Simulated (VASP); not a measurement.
An input for Ansatz (written as the equivalent of a VASP run, and not itself run):

Ansatz 0.2 input:
```yaml
crystal:
  lattice:
    - [7.3703190, 0.0000000, 0.0000000]
    - [-3.6851595, 6.3828833, 0.0000000]
    - [0.0000000, 0.0000000, 3.7902536]
  atoms:
    - { symbol: W, position: [0.5000000, 0.5000000, 0.0000000] }
    - { symbol: W, position: [0.0000000, 0.5000000, 0.0000000] }
    - { symbol: W, position: [0.5000000, 0.0000000, 0.0000000] }
    - { symbol: O, position: [0.2144601, 0.4289202, 0.0000000] }
    - { symbol: O, position: [0.7855399, 0.5710798, 0.0000000] }
    - { symbol: O, position: [0.7855399, 0.2144601, 0.0000000] }
    - { symbol: O, position: [0.2144601, 0.7855399, 0.0000000] }
    - { symbol: O, position: [0.5710798, 0.7855399, 0.0000000] }
    - { symbol: O, position: [0.4289202, 0.2144601, 0.0000000] }
    - { symbol: O, position: [0.0000000, 0.5000000, 0.5000000] }
    - { symbol: O, position: [0.5000000, 0.0000000, 0.5000000] }
    - { symbol: O, position: [0.5000000, 0.5000000, 0.5000000] }
kpoints:
  mp_grid: { grid: [3, 3, 5] }
hamiltonian:
  xc: lda
  pseudopotentials: { kind: paw }
scf:
  occupations: { method: gaussian, width: 0.05 }
  max_iter: 100
relax:
  max_steps: 60
  f_tol: 0.02
  cell: {}
output: { forces: true, stress: true, eigenvalues: true }
```

Question: Translate this input to VASP (INCAR, KPOINTS, POSCAR, choice of POTCAR).

Answer: This is not unique; one that fits is 
**KPOINTS**
```
Automatic mesh
0
Gamma
3 3 5
0 0 0
```

**INCAR**
```
ALGO  =  Normal
EDIFF  =  1E-6
EDIFFG  =  -0.02
ENCUT  =  520
IBRION  =  2
ISIF  =  3
ISMEAR  =  0
LASPH  =  .TRUE.
LCHARG  =  .FALSE.
LMAXMIX  =  6
LREAL  =  .FALSE.
LWAVE  =  .FALSE.
NELM  =  100
NSW  =  60
PREC  =  Accurate
SIGMA  =  0.05
SYSTEM  =  WO3
```

File POSCAR:
```
WO3
1
    7.3703189539     0.0000000000     0.0000000000
   -3.6851594769     6.3828833467     0.0000000000
    0.0000000000    -0.0000000000     3.7902536152
W O
3 9
Direct
  0.5000000000   0.5000000000   0.0000000000
  0.0000000000   0.5000000000   0.0000000000
  0.5000000000   0.0000000000   0.0000000000
  0.2144601077   0.4289202153   0.0000000000
  0.7855398923   0.5710797847   0.0000000000
  0.7855398924   0.2144601077   0.0000000000
  0.2144601076   0.7855398923   0.0000000000
  0.5710797847   0.7855398923   0.0000000000
  0.4289202153   0.2144601077   0.0000000000
  0.0000000000   0.5000000000   0.5000000000
  0.5000000000   0.0000000000   0.5000000000
  0.5000000000   0.5000000000   0.5000000000
```

POTCAR, in this order: W_sv O (LDA.64 set). Program: vasp_std.

What does not carry over: each code has its own PAW files, so the cut-off isn't converted (ENCUT is set for VASP's; basis.ecutwfc is left out, and Ansatz then takes the one that its files recommend); Ansatz stops its SCF on the density residual and VASP on the energy change (EDIFF); Ansatz's lda is the Perdew-Wang form, while the LDA potentials of VASP carry Perdew-Zunger's.

The structure comes from a computed database's WO3 entry (P6/mmm); how it stands against other phases isn't given here. This run relaxes it. Symmetry was kept, so distortions that lower it aren't found. The start is the result of an earlier pass.
